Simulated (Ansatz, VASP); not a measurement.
**Cr2NF2 (Cr2NF2 MXene monolayer) in two plane-wave programs**

Aim: how closely do two programs agree when they are given the same cell, functional and k mesh? The structure shown is the start of the Ansatz relaxation below; VASP solves that cell, so the two are compared at the walk's first step.

Program: Ansatz 0.2.0. Level of theory: plane waves, with VASP 6.6.1 beside it; single point at PBE with D3(BJ). Results are calculated unless marked as measured.

In doubt: warnings of the run leave room for a lower electronic state, so energies may not be the lowest and differences between runs may mislead.

**1. The structure**

The cell holds 5 atoms: 2 F, 2 Cr and 1 N. Cell: a = 2.764 Å, b = 2.764 Å, c = 38.835 Å, α = 90.0°, β = 90.0°, γ = 120.0°. Vacuum lies along c.

As a file:

```
F Cr N
1.0
     2.76448    0.00000    0.00000
    -1.38224    2.39411    0.00000
     0.00000    0.00000   38.83497
F Cr N
2 2 1
Direct
  0.33333 0.66667 0.44934
  0.66667 0.33333 0.55066
  0.66667 0.33333 0.47191
  0.33333 0.66667 0.52809
  0.00000 0.00000 0.50000
```

**2. Ansatz: relaxation, PBE with D3(BJ)**

Ansatz runs on its default PAW (the set named soft_2) files.

The two programs are compared at the cell with which this relaxation starts, whose forces are those of its first step.

File input.yaml:

```yaml
crystal:
  lattice:
    - [2.764476, 0.0, 0.0]
    - [-1.382238, 2.3941064442, 0.0]
    - [0.0, 0.0, 38.8349721284]
  atoms:
    - { symbol: F, position: [0.3333333333, 0.6666666667, 0.4493372608] }
    - { symbol: Cr, position: [0.6666666667, 0.3333333333, 0.4719122091], spin: 2.0 }
    - { symbol: "N", position: [0.0, 0.0, 0.5] }
    - { symbol: Cr, position: [0.3333333333, 0.6666666667, 0.5280877909], spin: 2.0 }
    - { symbol: F, position: [0.6666666667, 0.3333333333, 0.5506627392] }
  periodic: [true, true, false]
magnetization:
  spin_polarized: true
kpoints:
  mp_grid: { grid: [12, 12, 1] }
hamiltonian:
  xc: pbe
  dispersion: d3bj
scf:
  occupations: { method: fermi_dirac, width: 0.05 }
  convergence: { dr2_threshold: 1.0e-09 }
relax:
  f_tol: 0.004
  max_steps: 90
  cell: {}
output:
  write_potential: true
  write_density: true
  volumetric_format: npy
```

Run with:

```sh
$ ansatz run input.yaml --threads 2 --pin off --max-ram 3072MiB --backend cpu --events-out ev --progress --plain --runs-dir out
```

Numbers of over 12 decimals in the logs are rounded to 6 here.

Log:

```text
Warning: relax.cell: scf.convergence.dr2_threshold = 1e-9 eV is looser than the 2.57488475202e-10 eV advised for a relaxation that steers and ends on the stress (1e-10 eV for each atom of the cell: 5, times the square of relax.cell.stress_2d_tol = 0.05 N/m over 13.9 Å (the atoms' height at the walk's start and 5 Å past either face), 3.588e-2 GPa, over a crystal's default 0.05). What an SCF threshold leaves in a stress goes as its square root, and in the free energy as the threshold itself, and one threshold admits the most on a small cell: [figures from the program's tests cut] Set scf.convergence.dr2_threshold to 2.57488475202e-10 eV or tighter. [rest of the remark cut]
Engine: ansatz 0.2.0, x86_64-unknown-linux-gnu
Pseudopotentials: kind: paw
Pseudopotential: F, paw, valence charge 7, recommended cutoff 420 eV (normal), F.paw.azcp
Pseudopotential: Cr, paw, valence charge 14, recommended cutoff 420 eV (normal), Cr.paw.azcp
Pseudopotential: N, paw, valence charge 5, recommended cutoff 420 eV (normal), N.paw.azcp
Functional definition: PBE
  parameter kappa = 0.804
  parameter beta = 0.066725
  exchange = pbe_x(kappa = kappa, mu = beta*pi^2/3)
  correlation = pbe_c(beta = beta)
Crystal: 5 atoms, lattice volume = 257.027 Å³
Basis set: ecut = 420 eV, 5025 PW (Γ), exchange–correlation on 40×40×540 points (8 copies of the dense FFT grid, shifted against one another)
Bands: 31, of which v1, the nominal top of the filled ones, is band 24 counted from 1 (23 counted from 0)
Symmetry: 12 space group operations
Space group: P-3m1 (ITA 164), of the structure as read, at distance tolerance 6.4e-5 Å
Magnetic group: BNS 164.85 (UNI 1315), of the structure as read, at distance tolerance 6.4e-5 Å
k-points: 19 of 144
Non-local potential: F, projectors of the file, l = 0: 2, l = 1: 2, l = 2: 1
Non-local potential: Cr, projectors of the file, l = 0: 3, l = 1: 2, l = 2: 3, l = 3: 1
Non-local potential: N, projectors of the file, l = 0: 2, l = 1: 2, l = 2: 1
PAW form: soft (Blöchl's): semilocal exchange-correlation on the pseudo side does not see the compensation charge
PAW one-centre angular grid: F, 110 points (default); XC on 64 Gauss nodes
PAW one-centre angular grid: Cr, 590 points (default); XC on 64 Gauss nodes
PAW one-centre angular grid: N, 110 points (default); XC on 64 Gauss nodes
Initial density: superposition of atomic densities (neutral atoms: chi_scale 0, normalization atom)
Starting moments: Σ|m| = 4 μB on 2 of 5 sites
Initial wavefunctions: pseudopotential atomic-orbital guess
Functional: x = pbe(κ = 0.804, μ = 0.219515), c = pbe(β = 0.066725)
SCF iter   1: F=—  HF=-8764.045954 eV  |F-HF|=—  |Δ(HF+E_count)|=         —  Δρ=5.32e-2 (↑5.32e-2 ↓4.88e-2)  dr2=2.87e1  dr2_m=1.72e-1  M=3.512 μB ∫|m|=3.520 μB  β_m=0.30  ethr=3.10e-3  ⟨swp⟩=16.6  Hψ=10006  notcnv=0
Mixer restart at iter 1: flushing history
preconditioner: auto → LDOS  [metal: Δε(μ)=0.022 eV  Ē_g=12.143 eV  σ=0.050 eV  W_gap=0.11  n_scr=24 (ndim 8)  ℏωp=12.0 eV  f_vac=0.816  D(μ)=5.20/eV (n_scr^D=22)]
spin=Collinear: LDOS preconditioning applied to the charge; magnetization (m = ρ↑ − ρ↓) channel mixes plain (no charge-response kernel on spin).
SCF iter   2: F=—  HF=-8758.333948 eV  |F-HF|=—  |Δ(HF+E_count)|=    5.71e0  Δρ=3.41e-2 (↑3.19e-2 ↓3.41e-2)  dr2=1.16e1  dr2_m=1.63e-1  M=3.831 μB ∫|m|=3.835 μB  β_m=0.55  ethr=3.10e-3  ⟨swp⟩=5.1  Hψ=3562  notcnv=0  defer=23
SCF iter   3: F=—  HF=-8754.862857 eV  |F-HF|=—  |Δ(HF+E_count)|=    3.47e0  Δρ=8.86e-3 (↑8.86e-3 ↓8.74e-3)  dr2=7.60e-2  dr2_m=1.57e-1  M=4.411 μB ∫|m|=4.415 μB  β_m=0.70  ethr=3.10e-3  ⟨swp⟩=6.3  Hψ=4237  notcnv=0  defer=34
SCF iter   4: F=—  HF=-8755.048585 eV  |F-HF|=—  |Δ(HF+E_count)|=         —  Δρ=8.99e-3 (↑8.99e-3 ↓8.51e-3)  dr2=2.95e-2  dr2_m=1.75e-1  M=4.909 μB ∫|m|=4.915 μB  β_m=0.70  ethr=1.62e-4  ⟨swp⟩=5.4  Hψ=3358  notcnv=0  defer=33
SCF iter   5: F=—  HF=-8755.015044 eV  |F-HF|=—  |Δ(HF+E_count)|=   3.35e-2  Δρ=3.89e-3 (↑3.01e-3 ↓3.89e-3)  dr2=8.43e-2  dr2_m=7.43e-3  M=4.934 μB ∫|m|=4.941 μB  β_m=0.67  ethr=6.27e-5  ⟨swp⟩=4.0  Hψ=3006  notcnv=0  defer=34
SCF iter   6: F=—  HF=-8755.027746 eV  |F-HF|=—  |Δ(HF+E_count)|=   1.27e-2  Δρ=1.23e-3 (↑1.17e-3 ↓1.23e-3)  dr2=1.65e-2  dr2_m=1.08e-4  M=4.959 μB ∫|m|=4.967 μB  β_m=0.73  ethr=6.27e-5  ⟨swp⟩=3.2  Hψ=2824  notcnv=0  defer=45
[...]
SCF iter   4: F=—  HF=-8758.391365 eV  |F-HF|=—  |Δ(HF+E_count)|=   3.04e-5  Δρ=2.62e-7 (↑2.62e-7 ↓1.41e-7)  dr2=1.18e-10  dr2_m=6.18e-11  M=6.015 μB ∫|m|=6.189 μB  β_m=0.70  ethr=3.65e-12  ⟨swp⟩=4.4  Hψ=2975  notcnv=0
SCF iter   5: F=-8758.391366 eV  HF=-8758.391366 eV  |F-HF|=5.95e-8  |Δ(HF+E_count)|=   6.15e-7  Δρ=6.20e-8 (↑6.20e-8 ↓3.13e-8)  dr2=3.68e-12  dr2_m=4.28e-12  M=6.015 μB ∫|m|=6.189 μB  ethr=1.00e-12  ⟨swp⟩=14.0  Hψ=8605  notcnv=0
SCF 14 converged in 5 iterations: F = -8758.391366 eV  dr2 = 3.68e-12
relax step  14: F+E_penalty+E_count = -8758.39136604 eV  Δ(F+E_penalty+E_count) = -1.390e-4 eV  max|allowed force component| = 4.647e-4 eV/Å  Δτ_max = 0.0000 Å  P = +0.004 N/m  Ω = 300.328 Å³  fix = [c, alpha, beta]  reactions: c +0.000 N/m  stress off target by 4.35e-3 N/m on what of the cell is left free  SCF on the basis re-selected at this cell (its energy is not comparable with the rows above)  (5 SCF iters)
basis re-selected at this cell: Δ(F+E_penalty+E_count) = -1.390e-4 eV, ΔP = +0.001 N/m vs the last step (what re-selecting the basis moved, of the pressure what is left beyond the Pulay correction that the steps carried, after the strain that the cell walked since its last selection, with what the two solves' SCF thresholds leave and, on support functions, any second-order correction that the steps lacked; it is no m [...]
WARN: The output density's exchange-correlation potential varies sharply where the density is thin. Do not read a vacuum level from v_tot or v_xc, or from such a field of the output density. On a cell that repeats whose density bears no net charge and no dipole along the vacuum's axis use v_es (v_loc + v_h of the components); under efield.dipole_correction with no amplitude use v_es + v_field, which holds any externa [...]
WARN: an SCF from antiferromagnetic starting moments (0.00, -2.91, 0.00, 2.91, 0.00 Bohr magnetons, atom by atom) was not made, by what the run has read of turns of its moments that order reads lower: the deck asks for what bars it, or types moments that do (magnetization.spin_polarized, in the input reference, names some of the keys), or the run goes by scf.lower_state_search: light, the default, which as a rule tries one only behind a close that has lost an order of both signs, or on which an open d or half-filled 4f shell of a PAW file has lost a moment that was set nearer to Hund's than to what is left; [rest of the remark cut]
SCF converged after 5 iterations
Magnetization: 6.0155 μB (26.5077 up, 20.4923 down)
Absolute magnetization: 6.1893 μB (∫|ρ↑−ρ↓|, with the PAW one-centre terms)
Spin contamination: 0.0422 ħ² per cell (⟨S²⟩ above its minimum at these occupations)
Per-site moments (μB) at R_I (Å): [(0.059086, 0.862638), (2.510738, 0.850426), (-0.073090, 0.850426), (2.510738, 0.850426), (0.059086, 0.862638)]
Free energy (F): -8758.391366 eV
Harris-Foulkes:  -8758.391366 eV  (|F-HF|=5.95e-8)
Internal energy: -8758.373045 eV  (E = F + TS)
E sigma→0 (E₀):  -8758.382206 eV
Entropy (-TS):   -0.018321 eV (-3.664 meV/atom)
Fermi energy:    -5.192493 eV
--- Per-component energies (eV) ---
  E_band       = -1301.288417
  E_kinetic    = 1227.284200
  E_local      = -207815.958836  (includes V_loc(G=0)·N_el)
  E_nonlocal   = 359.256345
  E_hartree    = 103099.113022
  E_xc         = -496.033671
  E_vxc        = -633.216375  (∫ρ·V_xc dr)
  E_paw        = -2924.069028  (= ΣΔE_a)
  E_vpaw       = -636.884678  (= ΣTr[D̂ρ^β])
  E_aug_tail   = 0.004663  (compensation charges beyond the density's cutoff)
  E_ewald      = 97792.801477
  E_disp       = -0.771217  (pairwise vdW)
  E_smearing   = -0.018321  (= −TS)
  E_closure    = -0.000000  (closes the sum)
  Σ components = -8758.391366   (vs F -8758.391366, Δ=0.00e0)
--- Forces (eV/Å), atoms counted from 1 ---
  atom   1  F      0.00000000     0.00000000     0.00008910
  atom   2  Cr    -0.00000000    -0.00000000    -0.00046474
  atom   3  N      0.00000000     0.00000000     0.00000000
  atom   4  Cr     0.00000000     0.00000000     0.00046474
  atom   5  F     -0.00000000    -0.00000000    -0.00008910
  max |Σ_I F_I| component: 9.25e-18 eV/Å
--- 2D stress c σ (N/m, compression-positive) ---
        0.004352       0.000000       0.000000
        0.000000       0.004352      -0.000000
        0.000000      -0.000000       0.000000
  P = ½ c Tr σ = 0.0044 N/m
--- Band table (eV; the first three rows and the last of 38) ---
  k-point 0 ↑: bands = [... 20 lower, -7.4407, -7.4407, -7.0681, -6.2933, -6.2933, -5.5648, -5.5495, -5.5495, ... 3 higher]
  k-point 1 ↑: bands = [... 20 lower, -7.4715, -7.3267, -6.9856, -6.2824, -6.2421, -5.6421, -5.5239, -5.4090, ... 3 higher]
  k-point 2 ↑: bands = [... 20 lower, -7.6663, -7.0690, -6.7410, -6.2498, -6.1125, -5.7216, -5.4486, -5.0889, ... 3 higher]
  k-point 18 ↓: bands = [... 20 lower, -4.0603, -3.9255, -3.9255, -2.8906, -2.8906, -2.8735, -2.1531, -2.1531, ... 3 higher]
  the weakly bound empty levels are not read free of the cell's end (no_gap_told)
--- Relaxed structure (11 steps of the walk, 11 accepted, 3 SCFs on fresh bases) ---
  F+E_penalty+E_count = -8758.39136604 eV   max|allowed force component| = 4.647e-4 eV/Å   (the final SCF, on the basis selected at the relaxed cell)
  cell:  # Å, volume = 300.3283 Å³
    - [2.988280, 0.0, 0]
    - [-1.494140, 2.587926, 0]
    - [0, 0, 38.8349721284]
  atoms:
    - { symbol: F, position: [0.333333, 0.666667, 0.440507] }
    - { symbol: Cr, position: [0.666667, 0.333333, 0.470938] }
    - { symbol: N, position: [0, 0, 0.500000] }
    - { symbol: Cr, position: [0.333333, 0.666667, 0.529062] }
    - { symbol: F, position: [0.666667, 0.333333, 0.559493] }
```

(Continued in part 2 of 2.)

[Lines on the potential files, build, host, timing and source positions are cut from VASP's logs without a mark.]

[Logs are printed without paths, hosts, clocks, repeated set-up lines and the standing remarks that a program may print on its own settings, such as how far it seeks lower states.]

[Hosts, paths, dates, database ids (printed as entryN), source tags and the programs' standing remarks are cut or masked in the printed files.]
